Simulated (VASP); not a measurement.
Given:

```
GaAs
1.0
    0.00000     2.87395     2.87395
    2.87395     0.00000     2.87395
    2.87395     2.87395     0.00000
Ga As
1 1
Direct
  0.00000   0.00000   0.00000
  0.25000   0.25000   0.25000
```

All values below come from HSEsol screened hybrid, VASP's PBE PAW potentials (set 64) (plane waves; VASP). Settings: 520 eV cut-off, 6×6×6 Γ-centred mesh, Gaussian smearing of 0.050 eV, potentials Ga_d As.

**Question.** Estimate the energy per atom (σ→0), pressure, band gap (over the mesh, the named points and PBE's band edges) with the smallest direct gap where there is one.

**Answer.** 
```
Property                                                                            Result
--------------------------------------------------------------------------  --------------
band gap (over the mesh, the named points and PBE's band edges)                    0.91 eV
smallest direct gap (over the mesh, the named points and PBE's band edges)         0.91 eV
energy per atom (σ→0)                                                       -5.194 eV/atom
pressure                                                                         -4.39 GPa
```

Only differences to runs with the same potentials and settings are physical.

The compound is GaAs in the zinc blende structure. It was relaxed first, which changed the volume by +5 %.
